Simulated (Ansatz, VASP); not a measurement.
# Cross-check of Li3OF between VASP and Ansatz

Wanted: the spread between two codes on one cell, functional and k mesh. The cell is invented: As first built, before any earlier steps moved the atoms (in the runner's words): F for Cl in the Li3ClO structure of space group Pm-3m. It may not be a known or stable phase. The two relaxations start from unlike cells of this crystal (the structure described is Ansatz's start), so only their ends are compared.

Main program and level: Ansatz 0.2.0; plane waves, with VASP 6.6.1 beside it; relaxation of cell and atoms at LDA.

## 1. Starting point

It takes space group Pm-3m (No. 221, cubic). The conventional cell has a = 3.745 Å, b = 3.745 Å, c = 3.745 Å, α = 90.00°, β = 90.00°, γ = 90.00°. Nearest to Li lie 2 O at 1.87 Å. F has 12 Li at 2.65 Å nearest. Nearest to O lie 6 Li at 1.87 Å. It derives from Li3ClO. As first built, before any earlier steps moved the atoms (in the runner's words): F for Cl in the Li3ClO structure of space group Pm-3m. Farther neighbours and most contacts between anions are not listed.

As a file:

```
Li F O
1.0
     3.74458    0.00000    0.00000
     0.00000    3.74458    0.00000
     0.00000    0.00000    3.74458
Li F O
3 1 1
Direct
  0.00000 0.50000 0.50000
  0.50000 0.00000 0.50000
  0.50000 0.50000 0.00000
  0.00000 0.00000 0.00000
  0.50000 0.50000 0.50000
```

## 2. VASP: relaxation of cell and atoms, LDA

The relaxed volume is the usual yardstick between codes: in a stiff, nearly cubic crystal its relative difference is about their pressure difference at one cell divided by the bulk modulus.

Lines of VASP's logs that name or quote its potential files are left out, and so is its time.

The input, INCAR:

```
SYSTEM = Li3OF
PREC = Accurate
ENCUT = 750
EDIFF = 1E-07
NELM = 120
ISMEAR = 0
SIGMA = 0.03
LREAL = .FALSE.
ALGO = Normal
GGA = CA
NBANDS = 17
LORBIT = 11
LWAVE = .FALSE.
LCHARG = .FALSE.
ISIF = 3
IBRION = 2
NSW = 80
EDIFFG = -0.005
LASPH = .TRUE.
GGA_COMPAT = .FALSE.
NELMIN = 4
EFERMI = MIDGAP
KPAR = 2
```

The input, POSCAR:

```
Li3OF
1.0
    3.5778866489      0.0000000000      0.0000000000
    0.0000000000      3.5778866489      0.0000000000
    0.0000000000      0.0000000000      3.5778866489
Li F O
3 1 1
Direct
    0.0000000000      0.5000001335      0.5000001335
    0.5000001335      0.0000000000      0.5000001335
    0.5000001335      0.5000001335      0.0000000000
    0.0000000000      0.0000000000      0.0000000000
    0.5000001335      0.5000001335      0.5000001335
```

The input, KPOINTS:

```
Automatic mesh
0
Gamma
6 6 6
0 0 0
```

The projector-augmented-wave data sets are Li_sv, F and O (LDA family, release 64).

Run with:

```
> mpirun -np 2 vasp_std
```

Numbers of over 12 decimals in the logs are rounded to 6 here.

The program printed:

```text
[banner, memory and clock lines left out]
running    2 mpi-ranks, on    1 nodes
 distrk:  each k-point on    1 cores,    2 groups
 distr:  one band on    1 cores,    1 groups

 POSCAR found type information on POSCAR LiF O
 POSCAR found :  3 types and       5 ions
 LDA part: xc-table for (Slater(with rela. corr.)+CA(PZ))
 , standard interpolation
 POSCAR, INCAR and KPOINTS ok, starting setup
 FFT: planning ... GRIDC
 FFT: planning ... GRID_SOFT
 FFT: planning ... GRID
 WAVECAR not read
 entering main loop
       N       E                     dE             d eps       ncg     rms          rms(c)
DAV:   1     0.146230358335E+03    0.14623E+03   -0.13102E+04   680   0.177E+03
DAV:   2    -0.151202475275E+02   -0.16135E+03   -0.15525E+03   844   0.376E+02
DAV:   3    -0.289246217814E+02   -0.13804E+02   -0.13731E+02  1321   0.797E+01
DAV:   4    -0.290840037552E+02   -0.15938E+00   -0.15927E+00   835   0.119E+01
DAV:   5    -0.290874032378E+02   -0.33995E-02   -0.33992E-02  1066   0.122E+00    0.102E+01
DAV:   6    -0.252723976619E+02    0.38150E+01   -0.10390E+01   729   0.226E+01    0.328E+00
DAV:   7    -0.252235357492E+02    0.48862E-01   -0.99939E-01   989   0.548E+00    0.230E+00
DAV:   8    -0.251631357536E+02    0.60400E-01   -0.39174E-01   692   0.444E+00    0.105E+00
DAV:   9    -0.251431327267E+02    0.20003E-01   -0.15362E-01   691   0.210E+00    0.210E-01
DAV:  10    -0.251431538458E+02   -0.21119E-04   -0.47243E-03   887   0.499E-01    0.148E-01
DAV:  11    -0.251431167410E+02    0.37105E-04   -0.30602E-03   695   0.323E-01    0.524E-02
DAV:  12    -0.251430827843E+02    0.33957E-04   -0.22164E-04   862   0.114E-01    0.273E-02
DAV:  13    -0.251430707707E+02    0.12014E-04   -0.12450E-04   695   0.704E-02    0.683E-03
DAV:  14    -0.251430706328E+02    0.13792E-06   -0.75194E-06   829   0.218E-02    0.350E-03
DAV:  15    -0.251430704046E+02    0.22822E-06   -0.14860E-06   696   0.680E-03    0.505E-04
DAV:  16    -0.251430704094E+02   -0.47951E-08   -0.45179E-08   371   0.147E-03
   1 F= -.25143070E+02 E0= -.25143070E+02  d E =-.251431E+02
 curvature:   0.00 expect dE= 0.000E+00 dE for cont linesearch  0.000E+00
 trial: gam= 0.00000 g(F)=  0.000E+00 g(S)=  0.117E-03 ort = 0.000E+00 (trialstep = 0.100E+01)
 search vector abs. value=  0.117E-03
 bond charge predicted
       N       E                     dE             d eps       ncg     rms          rms(c)
DAV:   1    -0.251437248699E+02   -0.65447E-03   -0.87313E-03   684   0.826E-01    0.195E-01
DAV:   2    -0.251431809167E+02    0.54395E-03   -0.26349E-03   691   0.423E-01    0.435E-02
DAV:   3    -0.251431606586E+02    0.20258E-04   -0.10251E-04   808   0.870E-02    0.286E-02
DAV:   4    -0.251431514009E+02    0.92577E-05   -0.12993E-05  1067   0.307E-02    0.536E-03
DAV:   5    -0.251431514673E+02   -0.66394E-07   -0.61233E-06   921   0.171E-02    0.233E-03
DAV:   6    -0.251431514276E+02    0.39708E-07   -0.54357E-08   475   0.244E-03
   2 F= -.25143151E+02 E0= -.25143151E+02  d E =-.810182E-04
 trial-energy change:   -0.000081  1 .order   -0.000083   -0.000117   -0.000048
 step:   1.9229(harm=  1.6846)  dis= 0.00000  next Energy=   -25.143172 (dE=-0.102E-03)
 bond charge predicted
       N       E                     dE             d eps       ncg     rms          rms(c)
DAV:   1    -0.251436511186E+02   -0.49965E-03   -0.74342E-03   683   0.763E-01    0.180E-01
DAV:   2    -0.251431885240E+02    0.46259E-03   -0.22401E-03   689   0.390E-01    0.404E-02
DAV:   3    -0.251431712576E+02    0.17266E-04   -0.87209E-05   808   0.803E-02    0.266E-02
DAV:   4    -0.251431632898E+02    0.79678E-05   -0.11180E-05  1075   0.285E-02    0.492E-03
DAV:   5    -0.251431633499E+02   -0.60170E-07   -0.52469E-06   911   0.159E-02    0.215E-03
DAV:   6    -0.251431633159E+02    0.34086E-07   -0.49930E-08   473   0.232E-03
   3 F= -.25143163E+02 E0= -.25143163E+02  d E =-.929065E-04
 curvature:  -0.74 expect dE=-0.199E-05 dE for cont linesearch -0.199E-05
 trial: gam= 0.00000 g(F)=  0.574E-49 g(S)=  0.269E-05 ort =-0.178E-04 (trialstep = 0.118E+01)
 search vector abs. value=  0.269E-05
 reached required accuracy - stopping structural energy minimisation
```

Parts of OUTCAR (step 2):

```text
ion  position               nearest neighbor table
   1  0.000  0.500  0.500-   5 1.79   5 1.79   3 2.53   2 2.53   2 2.53   3 2.53   3 2.53   2 2.53
                             2 2.53   3 2.53
   2  0.500  0.000  0.500-   5 1.79   5 1.79   3 2.53   1 2.53   1 2.53   3 2.53   3 2.53   1 2.53
                             1 2.53   3 2.53
   3  0.500  0.500  0.000-   5 1.79   5 1.79   2 2.53   1 2.53   1 2.53   2 2.53   2 2.53   1 2.53
                             1 2.53   2 2.53
   4  0.000  0.000  0.000-
   5  0.500  0.500  0.500-   1 1.79   2 1.79   3 1.79   3 1.79   2 1.79   1 1.79

  LATTYP: Found a simple cubic cell.
 ALAT       =     3.5778866489

 Subroutine GETGRP returns: Found 48 space group operations
 (whereof 48 operations were pure point group operations)

The static configuration has the point symmetry O_h .

 Found     20 irreducible k-points:

   k-points           NKPTS =     20   k-points in BZ     NKDIM =     20   number of bands    NBANDS=     17

   dimension x,y,z NGX =    32 NGY =   32 NGZ =   32
   dimension x,y,z NGXF=    64 NGYF=   64 NGZF=   64

   ENCUT  =  750.0 eV  55.12 Ry    7.42 a.u.   7.99  7.99  7.99*2*pi/ulx,y,z

   NELECT =      22.0000    total number of electrons

 k-points in reciprocal lattice and weights: Automatic mesh
   0.00000000  0.00000000  0.00000000       0.005
   0.16666667  0.00000000  0.00000000       0.028
   0.33333333  0.00000000  0.00000000       0.028
   0.50000000  0.00000000  0.00000000       0.014
   0.16666667  0.16666667  0.00000000       0.056
   0.33333333  0.16666667  0.00000000       0.111
   0.50000000  0.16666667  0.00000000       0.056
   0.33333333  0.33333333  0.00000000       0.056
   0.50000000  0.33333333  0.00000000       0.056
[...]
0.50000000  0.50000000  0.33333333       0.028
   0.50000000  0.50000000  0.50000000       0.005

 average (electrostatic) potential at core
       1 -64.1140       2 -64.1140       3 -64.1140       4 -76.7762       5 -72.5662

 E-fermi :   2.5695

 k-point     1 :       0.0000    0.0000    0.0000
  band No.  band energies     occupation
    ...
      7      -2.6322      2.00000
      8      -2.6322      2.00000
      9      -0.7253      2.00000
     10      -0.7253      2.00000
     11      -0.7253      2.00000
     12       5.0900      0.00000
     13      11.6672      0.00000
     14      11.6672      0.00000
     15      12.8608      0.00000
     16      12.8608      0.00000
    ...

 k-point     2 :       0.1667    0.0000    0.0000
  band No.  band energies     occupation
    ...
      7      -2.5291      2.00000
      8      -2.5291      2.00000
      9      -0.8341      2.00000
     10      -0.7935      2.00000
     11      -0.7935      2.00000
     12       5.5176      0.00000
     13      10.8725      0.00000
     14      11.2766      0.00000
     15      12.7155      0.00000
     16      12.7155      0.00000
    ...

 k-point     3 :       0.3333    0.0000    0.0000
  band No.  band energies     occupation
    ...
      7      -2.2818      2.00000
      8      -2.2818      2.00000
      9      -0.9769      2.00000
     10      -0.9720      2.00000
     11      -0.9720      2.00000
     12       6.5291      0.00000
     13       9.8656      0.00000
     14      10.6787      0.00000
     15      12.3380      0.00000
     16      12.3380      0.00000
    ...

  Total        0.0096394      0.0096394      0.0096394      0.0000000      0.0000000      0.0000000
  in kB        0.3383941      0.3383941      0.3383941      0.0000000      0.0000000      0.0000000
  external PRESSURE =       0.3383941 kB  Pullay stress =       0.0000000 kB

  energy-cutoff  :      750.00
  volume of cell :       45.64
      direct lattice vectors                 reciprocal lattice vectors
     3.573658479  0.000000000 -0.000000000     0.279825284  0.000000000 -0.000000000
    -0.000000000  3.573658479  0.000000000    -0.000000000  0.279825284 -0.000000000
     0.000000000  0.000000000  3.573658479     0.000000000  0.000000000  0.279825284

 POSITION                                       TOTAL-FORCE (eV/Angst)
 -----------------------------------------------------------------------------------
     -0.00000      1.78683      1.78683         0.000000     -0.000000      0.000000
      1.78683      0.00000      1.78683        -0.000000     -0.000000      0.000000
      1.78683      1.78683     -0.00000         0.000000      0.000000      0.000000
      0.00000      0.00000      0.00000        -0.000000      0.000000      0.000000
      1.78683      1.78683      1.78683         0.000000     -0.000000      0.000000
 -----------------------------------------------------------------------------------
    total drift:                               -0.001087     -0.001087     -0.001087

  FREE ENERGIE OF THE ION-ELECTRON SYSTEM (eV)
  ---------------------------------------------------
  free  energy   TOTEN  =       -25.1431633159 eV

  energy  without entropy=      -25.1431633159  energy(sigma->0) =      -25.14316332

 reached required accuracy - stopping structural energy minimisation

 total charge
# of ion       s       p       d       tot
------------------------------------------
    1        2.040   0.104   0.000   2.145
    2        2.040   0.104   0.000   2.145
    3        2.040   0.104   0.000   2.145
    4        1.719   4.301   0.000   6.021
    5        1.529   3.577   0.000   5.106
--------------------------------------------------
tot          9.370   8.191   0.000  17.561

[... 3 further parts left out ...]
```

CONTCAR:

```
Li3OF
   1.00000000000000
     3.5736584788751418    0.0000000000000000   -0.0000000000000000
    -0.0000000000000000    3.5736584788751418    0.0000000000000000
     0.0000000000000000    0.0000000000000000    3.5736584788751418
  Li              F               O
     3     1     1
Direct
     0.0000000000000000    0.5000001335000022    0.5000001335000022
     0.5000001335000022    0.0000000000000000    0.5000001335000022
     0.5000001335000022    0.5000001335000022    0.0000000000000000
     0.0000000000000000    0.0000000000000000    0.0000000000000000
     0.5000001335000022    0.5000001335000022    0.5000001335000022
```

(Continued in part 2 of 2.)

[Lines on the potential files, build, host, timing and source positions are cut from VASP's logs without a mark.]

[Logs are printed without paths, hosts, clocks, repeated set-up lines and the standing remarks that a program may print on its own settings, such as how far it seeks lower states.]

[Hosts, paths, dates, database ids (printed as entryN), source tags and the programs' standing remarks are cut or masked in the printed files.]
